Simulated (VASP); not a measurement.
These are PW91 GGA, VASP's PBE PAW potentials (set 64) (plane waves; VASP) values and carry that method's errors.

The input files of a VASP run:

**INCAR**
```
SYSTEM = GaN
PREC = Accurate
ENCUT = 520
EDIFF = 1E-7
NELM = 100
ALGO = Normal
LREAL = .FALSE.
LASPH = .TRUE.
ISMEAR = 0
SIGMA = 0.05
GGA = 91
LMAXMIX = 4
LWAVE = .FALSE.
LCHARG = .FALSE.
LORBIT = 11
ICHARG = 11
```

File POSCAR:
```
GaN
1
    0.0000000000     2.2745824383     2.2745824383
    2.2745824383     0.0000000000     2.2745824383
    2.2745824383     2.2745824383    -0.0000000000
Ga N
1 1
Direct
  0.0000000000   0.0000000000   0.0000000000
  0.2500000000   0.2500000000   0.2500000000
```

**KPOINTS**
```
k-points along high-symmetry lines
15
Line-mode
Reciprocal
  0.000000   0.000000   0.000000 ! GAMMA
 -0.500000  -0.500000   0.000000 ! X

 -0.500000  -0.500000   0.000000 ! X
 -0.375000  -0.375000   0.250000 ! U

 -0.375000   0.000000   0.375000 ! K
  0.000000   0.000000   0.000000 ! GAMMA

  0.000000   0.000000   0.000000 ! GAMMA
  0.000000   0.000000   0.500000 ! L

  0.000000   0.000000   0.500000 ! L
 -0.500000  -0.250000   0.250000 ! W

 -0.500000  -0.250000   0.250000 ! W
 -0.500000  -0.500000   0.000000 ! X
```

POTCAR, in this order: Ga_d N (PBE.64 set). Program: vasp_std. Read from the step before: CHGCAR.

What VASP printed:

OSZICAR:
```
       N       E                     dE             d eps       ncg     rms          rms(c)
DAV:   1     0.867369368918E+02    0.86737E+02   -0.98749E+03  2441   0.246E+03
DAV:   2    -0.410363284333E+01   -0.90841E+02   -0.86031E+02  2620   0.362E+02
DAV:   3    -0.109189712414E+02   -0.68153E+01   -0.67130E+01  2635   0.852E+01
DAV:   4    -0.110360095945E+02   -0.11704E+00   -0.11697E+00  2775   0.118E+01
DAV:   5    -0.110378212130E+02   -0.18116E-02   -0.18114E-02  2588   0.128E+00
DAV:   6    -0.110378813461E+02   -0.60133E-04   -0.60133E-04  3135   0.213E-01
DAV:   7    -0.110378824643E+02   -0.11182E-05   -0.11182E-05  2659   0.238E-02
DAV:   8    -0.110378825085E+02   -0.44231E-07   -0.44221E-07  2247   0.404E-03
   1 F= -.11037883E+02 E0= -.11037883E+02  d E =-.126078E-16
```

### OUTCAR
```
 val. band max:        4.9202546774   @ k =   0.0000   0.0000   0.0000

 cond. band min:       6.4749577360   @ k =   0.0000   0.0000   0.0000



 k-point     1 :       0.0000    0.0000    0.0000
  band No.  band energies     occupation
      1     -10.7524      2.00000
      2      -8.5417      2.00000
      3      -8.5417      2.00000
      4      -8.5417      2.00000
      5      -8.2505      2.00000
      6      -8.2505      2.00000
      7       4.9203      2.00000
      8       4.9203      2.00000
      9       4.9203      2.00000
     10       6.4750      0.00000
     11      15.0405      0.00000
     12      15.0405      0.00000
     13      15.0405      0.00000

 k-point     2 :      -0.0357   -0.0357    0.0000
  band No.  band energies     occupation
      1     -10.7343      2.00000
      2      -8.5386      2.00000
      3      -8.5386      2.00000
      4      -8.5368      2.00000
      5      -8.2518      2.00000
      6      -8.2496      2.00000
      7       4.7000      2.00000
      8       4.8793      2.00000
      9       4.8793      2.00000
     10       6.7016      0.00000
     11      14.9173      0.00000
     12      15.0823      0.00000
     13      15.0823      0.00000

 k-point     3 :      -0.0714   -0.0714    0.0000
  band No.  band energies     occupation
      1     -10.6814      2.00000
      2      -8.5295      2.00000
      3      -8.5295      2.00000
      4      -8.5215      2.00000
      5      -8.2557      2.00000
      6      -8.2470      2.00000
      7       4.2333      2.00000
      8       4.7605      2.00000
      9       4.7605      2.00000
     10       7.1843      0.00000
     11      14.5824      0.00000
     12      15.2046      0.00000
     13      15.2046      0.00000

 k-point     4 :      -0.1071   -0.1071    0.0000
  band No.  band energies     occupation
      1     -10.5973      2.00000
      2      -8.5145      2.00000
      3      -8.5145      2.00000
      4      -8.4935      2.00000
...
```

The density is held fixed in this step, so its total energy and stress have no physical meaning.

The compound is GaN in the zinc blende structure, a metastable form; wurtzite is the usual one. It was relaxed first.
